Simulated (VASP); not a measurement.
Output of a VASP run:

**OSZICAR**
```
       N       E                     dE             d eps       ncg     rms          rms(c)
DAV:   1     0.487779676308E+03    0.48778E+03   -0.21532E+04  2252   0.156E+03
DAV:   2     0.361751183210E+02   -0.45160E+03   -0.43923E+03  2228   0.445E+02
DAV:   3    -0.177550125493E+02   -0.53930E+02   -0.52766E+02  2400   0.149E+02
DAV:   4    -0.201907347161E+02   -0.24357E+01   -0.24202E+01  3060   0.319E+01
DAV:   5    -0.202962827150E+02   -0.10555E+00   -0.10547E+00  3352   0.538E+00    0.183E+01
DAV:   6    -0.189803089250E+02    0.13160E+01   -0.89457E+00  2456   0.198E+01    0.106E+01
DAV:   7    -0.189136913536E+02    0.66618E-01   -0.87057E-01  2412   0.646E+00    0.434E+00
DAV:   8    -0.188966215078E+02    0.17070E-01   -0.59847E-02  3096   0.183E+00    0.120E+00
DAV:   9    -0.188931101415E+02    0.35114E-02   -0.18043E-02  3108   0.885E-01    0.138E-01
DAV:  10    -0.188932482474E+02   -0.13811E-03   -0.15729E-03  2976   0.263E-01    0.788E-02
DAV:  11    -0.188932703940E+02   -0.22147E-04   -0.10179E-04  3312   0.485E-02    0.370E-02
DAV:  12    -0.188932723566E+02   -0.19627E-05   -0.14872E-05  2676   0.193E-02    0.781E-03
DAV:  13    -0.188932729873E+02   -0.63062E-06   -0.23801E-06  2172   0.932E-03
   1 F= -.18893273E+02 E0= -.18875668E+02  d E =-.352090E-01
```

**OUTCAR**
```
------------------------ aborting loop because EDIFF is reached ----------------------------------------
  FORCE on cell =-STRESS in cart. coord.  units (eV):
  Direction    XX          YY          ZZ          XY          YZ          ZX
  --------------------------------------------------------------------------------------
  Total       -1.7146964     -1.7146964     -1.5427900      0.0000000      0.0000000      0.0000000
  in kB      -21.4781089    -21.4781089    -19.3248271      0.0000000      0.0000000      0.0000000
  external PRESSURE =     -20.7603483 kB  Pullay stress =       0.0000000 kB
  volume of cell :      127.91
      direct lattice vectors                 reciprocal lattice vectors
    -2.335000000  2.335000000  5.865000000     0.000000000  0.214132762  0.085251492
     2.335000000 -2.335000000  5.865000000     0.214132762  0.000000000  0.085251492
     2.335000000  2.335000000 -5.865000000     0.214132762  0.214132762  0.000000000
 POSITION                                       TOTAL-FORCE (eV/Angst)
 -----------------------------------------------------------------------------------
      0.00000      0.00000      0.00000         0.000000      0.000000     -0.000000
      0.00000      0.00000      4.46913         0.000000      0.000000     -0.323462
      0.00000      0.00000      7.26087        -0.000000     -0.000000      0.323462
      0.00000      2.33500      2.93250         0.000000      0.000000     -0.000000
      2.33500      0.00000      2.93250         0.000000      0.000000     -0.000000
 -----------------------------------------------------------------------------------
    total drift:                               -0.000000     -0.000000     -0.000000
  FREE ENERGIE OF THE ION-ELECTRON SYSTEM (eV)
  ---------------------------------------------------
  free  energy   TOTEN  =       -18.8932729873 eV

  energy  without entropy=      -18.8580639813  energy(sigma->0) =      -18.87566848
```
(Selected blocks of OUTCAR.)

**POSCAR**
```
Sr(AgSn)2
1
   -2.3350000000     2.3350000000     5.8650000000
    2.3350000000    -2.3350000000     5.8650000000
    2.3350000000     2.3350000000    -5.8650000000
Sr Sn Ag
1 2 2
Direct
  0.0000000000   0.0000000000   0.0000000000
  0.3810000000   0.3810000000   0.0000000000
  0.6190000000   0.6190000000   0.0000000000
  0.7500000000   0.2500000000   0.5000000000
  0.2500000000   0.7500000000   0.5000000000
```

Task: Write an INCAR and KPOINTS that could have produced this output.

Result: This is not unique; one that fits is the input of the run itself, PBEsol GGA, plane waves, VASP's PBE PAW potentials (set 64).

**KPOINTS**
```
K-points
0
Gamma
 6 6 6
```

### INCAR
```
# general
SYSTEM =Sr(AgSn)2
PREC   =Accurate
ENCUT  =300   # plane-wave cut-off (eV)
LREAL  =.FALSE.   # projection in real space or not
LASPH  =.TRUE.   # aspherical one-centre terms

# electronic loop
EDIFF  =1E-6
NELM   =100
ALGO   =Normal   # blocked Davidson
LMAXMIX=4   # l cut-off of mixed one-centre charges

# smearing
ISMEAR =0   # Gaussian
SIGMA  =0.2   # width (eV)

# functional
GGA    =PS

# ions
ISIF   =2

# output
LWAVE  =.FALSE.
LCHARG =.FALSE.
```

POTCAR, in this order: Sr_sv Sn_d Ag (PBE.64 set). Program: vasp_std.

At this cut-off the stress carries a Pulay error, which pulls relaxed volumes low.

The structure comes from a measured Ag2Sn2Sr entry of the Crystallography Open Database, whose conditions weren't checked. The cell was not relaxed at this level. The k-mesh is coarse (spacing up to 0.32 per Å, 2π included), so the numbers may not be converged in it.
